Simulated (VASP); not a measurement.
Crystal: CdS (Hawleyite).

```
CELL_PARAMETERS angstrom
0.00000 2.91650 2.91650
2.91650 0.00000 2.91650
2.91650 2.91650 0.00000
ATOMIC_POSITIONS crystal
Cd 0.00000 0.00000 0.00000
S 0.75000 0.75000 0.75000
```

Base run:

| Quantity | Value |
| --- | --- |
| Program | VASP 6.6.1 |
| Functional | PBE-EpsX |
| Potentials or basis | VASP PAW PBE potentials, release 64 (Cd, S) |
| Cutoff | 520 eV |
| k mesh | 6 × 6 × 6 |
| Occupations | gaussian, width 0.02 eV |
| Spin | no spin polarisation |

Its results: band gap on the k mesh 2.16 eV, direct; pressure 2.3 GPa.

Question: The run is repeated on the same cell with these changes: functional from PBE-EpsX to PBE0. What comes out?

Answer: Band gap on the k mesh 2.82 eV, direct; pressure 1.9 GPa.

Caveats: the PAW data sets were made with another functional, which shifts forces and pressure a little.

Not every run made on this cell is shown here.
